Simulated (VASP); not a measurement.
```xyz
2
Lattice="2.9471 0.0000 0.0000 0.0000 2.9471 0.0000 0.0000 0.0000 2.9471" Properties=species:S:1:pos:R:3 pbc="T T T"
Ti     0.0000     0.0000     0.0000
Co     1.4735     1.4735     1.4735
```

Level of theory: optB86b-vdW, VASP's PBE PAW potentials (set 64) (plane waves; VASP). Run with 520 eV cut-off, 11×11×11 Γ-centred mesh, first-order Methfessel-Paxton smearing of 0.10 eV, potentials Ti_sv Co.

Problem. Estimate the energy per atom (σ→0), band gap (on the k-mesh) with the smallest direct gap where there is one.

Solution. 
```json
{
 "band gap (on the k-mesh)": "none (metal, semimetal or under 0.01 eV)",
 "energy per atom (σ→0)": "-5.262 eV/atom"
}
```

Only differences to runs with the same potentials and settings are physical.

The compound is TiCo in the CsCl type structure. It was relaxed first. The start is the result of an earlier pass. The run is not spin-polarised, so no magnetic state was tried. The electron count is odd and the run is not spin-polarised, which forces a metal.
